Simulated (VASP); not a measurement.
Shape and ions are relaxed at each volume.

Energy against volume of ZrB2 (AlB2 type). Computed with AM05 GGA, VASP's PBE PAW potentials (set 64) (plane waves; VASP).

```
V (Å³/atom)  E (eV/atom)
-----------  -----------
9.453           -8.66676
9.754           -8.69083
10.056          -8.69841
10.358          -8.69176
10.659          -8.67284
```

Fit a third-order Birch-Murnaghan equation of state.

```yaml
volume_per_atom: 10.06 Å³/atom
bulk_modulus: 251 GPa
pressure_derivative_of_the_bulk_modulus: 3.93
```

The compound is ZrB2 in the AlB2 type structure. It was relaxed first.
